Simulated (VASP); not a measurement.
Input:

```
SnC
1.0
    0.00000     2.37239     2.37239
    2.37239     0.00000     2.37239
    2.37239     2.37239     0.00000
Sn C
1 1
Direct
  0.00000   0.00000   0.00000
  0.50000   0.50000   0.50000
```

Computed with PBEsol GGA, VASP's PBE PAW potentials (set 64) (plane waves; VASP). Numerical set-up: 620 eV cut-off, 13×13×13 Γ-centred mesh, first-order Methfessel-Paxton smearing of 0.10 eV, potentials Sn_d C.

Unless said otherwise, spin-orbit coupling is left out, though it shifts the bands of the heavy elements here.

Question: Estimate the energy per atom (σ→0), band gap (on the k-mesh) with the smallest direct gap where there is one.

Answer: 
band gap (on the k-mesh): none (metal, semimetal or under 0.01 eV)
energy per atom (σ→0): -5.741 eV/atom

The structure was generated: SnC was put into the rock salt type (Fm-3m), which need not be its known phase. It was relaxed first, which changed the volume by +7 %.
